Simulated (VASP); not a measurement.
Output of a VASP run:

OSZICAR:
```
       N       E                     dE             d eps       ncg     rms          rms(c)
DAV:   1     0.775566653796E+01    0.77557E+01   -0.34194E+03   464   0.791E+02
DAV:   2    -0.107833131825E+02   -0.18539E+02   -0.18255E+02   736   0.855E+01
DAV:   3    -0.110129906969E+02   -0.22968E+00   -0.22968E+00   552   0.118E+01
DAV:   4    -0.110141127083E+02   -0.11220E-02   -0.11220E-02   808   0.949E-01
DAV:   5    -0.110141131679E+02   -0.45958E-06   -0.45948E-06   536   0.167E-02    0.474E+00
DAV:   6    -0.108983461532E+02    0.11577E+00   -0.75434E-02   600   0.144E+00    0.290E+00
DAV:   7    -0.108447221978E+02    0.53624E-01   -0.14508E-01   584   0.213E+00    0.173E-01
DAV:   8    -0.108458368904E+02   -0.11147E-02   -0.38163E-03   520   0.468E-01    0.740E-02
DAV:   9    -0.108460376416E+02   -0.20075E-03   -0.20175E-04   664   0.111E-01    0.559E-02
DAV:  10    -0.108460638820E+02   -0.26240E-04   -0.31398E-05   544   0.422E-02    0.968E-03
DAV:  11    -0.108460635501E+02    0.33192E-06   -0.55842E-07   752   0.525E-03    0.215E-03
DAV:  12    -0.108460638871E+02   -0.33703E-06   -0.58565E-07   520   0.610E-03    0.101E-03
DAV:  13    -0.108460639023E+02   -0.15227E-07   -0.19383E-09   400   0.404E-04
   1 F= -.11495105E+02 E0= -.11495105E+02  d E =-.547084E-15
```

**OUTCAR**
```
------------------------ aborting loop because EDIFF is reached ----------------------------------------
  Edisp (eV):   -0.64904
  FORCE on cell =-STRESS in cart. coord.  units (eV):
  Direction    XX          YY          ZZ          XY          YZ          ZX
  --------------------------------------------------------------------------------------
  Total      -0.66492    -0.66492    -0.66492    -0.00000     0.00000    -0.00000
  in kB     -26.01742   -26.01742   -26.01742    -0.00000     0.00000    -0.00000
  external pressure =      -26.02 kB  Pullay stress =        0.00 kB
  volume of cell :       40.95
      direct lattice vectors                 reciprocal lattice vectors
     0.000000000  2.735658718  2.735658718    -0.182771336  0.182771336  0.182771336
     2.735658718  0.000000000  2.735658718     0.182771336 -0.182771336  0.182771336
     2.735658718  2.735658718  0.000000000     0.182771336  0.182771336 -0.182771336
 POSITION                                       TOTAL-FORCE (eV/Angst)
 -----------------------------------------------------------------------------------
      0.00000      0.00000      0.00000        -0.000000      0.000000      0.000000
      1.36783      1.36783      1.36783         0.000000     -0.000000     -0.000000
 -----------------------------------------------------------------------------------
    total drift:                               -0.000000     -0.000000     -0.000000
  FREE ENERGIE OF THE ION-ELECTRON SYSTEM (eV)
  ---------------------------------------------------
  free  energy   TOTEN  =       -11.4951046592 eV

  energy  without entropy=      -11.4951046592  energy(sigma->0) =      -11.49510466
```
(Selected blocks of OUTCAR.)

### POSCAR
```
Si
1
    0.0000000000     2.7356587185     2.7356587185
    2.7356587185     0.0000000000     2.7356587185
    2.7356587185     2.7356587185     0.0000000000
Si
2
Direct
  0.0000000000   0.0000000000   0.0000000000
  0.2500000000   0.2500000000   0.2500000000
```

Reconstruct the remaining input files.

This is not unique; one that fits is the input of the run itself, PBE GGA with D4 dispersion, plane waves, VASP's PBE PAW potentials (set 64).

### KPOINTS
```
Automatic mesh
0
Gamma
8 8 8
0 0 0
```

INCAR:
```
SYSTEM = Si
PREC = Accurate; ENCUT = 520; LREAL = F
LASPH = T
EDIFF = 1E-7; NELM = 100; ALGO = Normal
ISMEAR = 0; SIGMA = 0.05
GGA = PE; IVDW = 13
ISIF = 2
LWAVE = F; LCHARG = F
```

POTCAR, in this order: Si (PBE.64 set). Program: vasp_std.

The compound is Si in the diamond structure. This cell is one point of a volume scan, at 1.03 of the reference volume.
